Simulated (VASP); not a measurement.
Method: PBEsol GGA, VASP's PBE PAW potentials (set 64) (plane waves; VASP 6.6.1).

VASP ran on this input.

### POSCAR
```
SrCl2(110) slab
1
    4.8926820844     0.0000000000     0.0000000000
    0.0000000000     6.9192978266     0.0000000000
    0.0000000000     0.0000000000    24.6549163635
Sr Cl
4 8
Direct
  0.0000000000   0.0000000000   0.3622792950
  0.5000000000   0.5000000000   0.4422567143
  0.0000000000   0.0000000000   0.5577432857
  0.5000000000   0.5000000000   0.6377207050
  0.5000000000   0.2412107806   0.3475580346
  0.0000000000   0.2536993753   0.4529740473
  1.0000000000   0.7463006247   0.4529740473
  0.5000000000   0.7587892194   0.3475580346
  0.5000000000   0.2463006247   0.5470259527
  0.0000000000   0.2587892194   0.6524419654
  0.0000000000   0.7412107806   0.6524419654
  0.5000000000   0.7536993753   0.5470259527
```

**INCAR**
```
! general
SYSTEM =SrCl2(110) slab
PREC   =Normal
ENCUT  =400
LREAL  =.FALSE.
LASPH  =.TRUE.

! electronic loop
EDIFF  =1E-6
NELM   =100
NELMIN =4
ALGO   =Normal
LMAXMIX=4

! smearing
ISMEAR =0
SIGMA  =0.05

! functional
GGA    =PS

! output
LWAVE  =.FALSE.
LCHARG =.FALSE.
LORBIT =11
LVHAR  =.TRUE.

! other
LDIPOL =.TRUE.
IDIPOL =3
DIPOL  =0.5 0.5 0.5
```

File KPOINTS:
```
Automatic
0
gamma
 4 3 1
```

POTCAR, in this order: Sr_sv Cl (PBE.64 set). Program: vasp_std. Read from the step before: WAVECAR.

The resulting files:

OSZICAR:
```
       N       E                     dE             d eps       ncg     rms          rms(c)
DAV:   1    -0.521233961961E+02   -0.52123E+02   -0.38275E-06   597   0.390E-03    0.855E-04
DAV:   2    -0.521233962326E+02   -0.36480E-07   -0.21851E-07   504   0.148E-03    0.463E-04
DAV:   3    -0.521233962414E+02   -0.87766E-08   -0.75972E-08   495   0.896E-04    0.281E-04
DAV:   4    -0.521233962434E+02   -0.20846E-08   -0.47316E-08   501   0.681E-04
   1 F= -.52123396E+02 E0= -.52123396E+02  d E =-.272447E-20
```

### OUTCAR
```
------------------------ aborting loop because EDIFF is reached ----------------------------------------
  FORCE on cell =-STRESS in cart. coord.  units (eV):
  Direction    XX          YY          ZZ          XY          YZ          ZX
  --------------------------------------------------------------------------------------
  Total       -5.1345868      0.9084393     -0.2741913      0.0000000      0.0000000      0.0000000
  in kB       -9.8560642      1.7437891     -0.5263223      0.0000000      0.0000000      0.0000000
  external PRESSURE =      -2.8795325 kB  Pullay stress =       0.0000000 kB
  volume of cell :      834.67
      direct lattice vectors                 reciprocal lattice vectors
     4.892682084  0.000000000  0.000000000     0.204386875  0.000000000  0.000000000
     0.000000000  6.919297827  0.000000000     0.000000000  0.144523335  0.000000000
     0.000000000  0.000000000 24.654916363     0.000000000  0.000000000  0.040559862
 POSITION                                       TOTAL-FORCE (eV/Angst)
 -----------------------------------------------------------------------------------
      0.00000      0.00000      8.93197         0.000000     -0.000000      0.004241
      2.44634      3.45965     10.90380         0.000000     -0.000000      0.001765
      0.00000      0.00000     13.75111         0.000000     -0.000000     -0.001765
      2.44634      3.45965     15.72295         0.000000     -0.000000     -0.004241
      2.44634      1.66901      8.56901         0.000000      0.014768      0.005094
      0.00000      1.75542     11.16804        -0.000000     -0.012215      0.006676
      0.00000      5.16388     11.16804         0.000000      0.012215      0.006676
      2.44634      5.25029      8.56901         0.000000     -0.014768      0.005094
      2.44634      1.70423     13.48688         0.000000      0.012215     -0.006676
      0.00000      1.79064     16.08590         0.000000     -0.014768     -0.005094
      0.00000      5.12866     16.08590         0.000000      0.014768     -0.005094
      2.44634      5.21507     13.48688        -0.000000     -0.012215     -0.006676
 -----------------------------------------------------------------------------------
    total drift:                                0.000000     -0.000000      0.000000
  FREE ENERGIE OF THE ION-ELECTRON SYSTEM (eV)
  ---------------------------------------------------
  free  energy   TOTEN  =       -52.1233962434 eV

  energy  without entropy=      -52.1233962434  energy(sigma->0) =      -52.12339624

 total charge

# of ion       s       p       d       tot
------------------------------------------
    1        1.999   5.736   0.173   7.908
    2        1.997   5.738   0.164   7.898
    3        1.997   5.738   0.164   7.898
    4        1.999   5.736   0.173   7.908
    5        1.581   3.537   0.000   5.119
    6        1.583   3.555   0.000   5.138
    7        1.583   3.555   0.000   5.138
    8        1.581   3.537   0.000   5.119
    9        1.583   3.555   0.000   5.138
   10        1.581   3.537   0.000   5.119
   11        1.581   3.537   0.000   5.119
   12        1.583   3.555   0.000   5.138
--------------------------------------------------
tot         20.648  51.320   0.674  72.641
```
(Selected blocks of OUTCAR.)

### OUTCAR
```
 val. band max:       -3.5262741215   @ k =   0.0000   0.0000   0.0000

 cond. band min:       1.1092607445   @ k =   0.0000   0.0000   0.0000


 Fermi energy:        -3.2047463665

 k-point     1 :       0.0000    0.0000    0.0000
  band No.  band energies     occupation
      1     -36.8684      2.00000
      2     -36.8684      2.00000
      3     -36.6399      2.00000
      4     -36.6384      2.00000
      5     -19.1429      2.00000
      6     -19.1205      2.00000
      7     -19.0976      2.00000
      8     -19.0756      2.00000
      9     -18.8363      2.00000
     10     -18.8357      2.00000
     11     -18.7975      2.00000
     12     -18.7740      2.00000
     13     -18.7418      2.00000
     14     -18.7104      2.00000
     15     -18.7019      2.00000
     16     -18.6900      2.00000
     17     -17.1312      2.00000
     18     -16.7905      2.00000
     19     -16.6336      2.00000
     20     -16.4780      2.00000
     21     -16.4087      2.00000
     22     -16.3717      2.00000
     23     -16.0331      2.00000
     24     -16.0261      2.00000
     25      -6.7079      2.00000
     26      -6.2883      2.00000
     27      -6.0392      2.00000
     28      -5.9356      2.00000
     29      -5.8860      2.00000
     30      -5.8167      2.00000
     31      -5.8001      2.00000
     32      -5.7919      2.00000
     33      -5.4292      2.00000
     34      -5.4109      2.00000
     35      -5.0985      2.00000
     36      -5.0957      2.00000
     37      -4.8509      2.00000
     38      -4.8486      2.00000
     39      -4.7629      2.00000
     40      -4.4983      2.00000
     41      -4.4803      2.00000
     42      -4.4740      2.00000
     43      -4.3770      2.00000
     44      -4.3592      2.00000
     45      -4.2451      2.00000
     46      -4.1722      2.00000
     47      -3.5374      2.00000
     48      -3.5263      2.00000
     49       1.1093      0.00000
     50       1.4812      0.00000
     51       1.7276      0.00000
...
```

The cell is a thin slab with vacuum, built from SrCl2 (fluorite): (110) face.
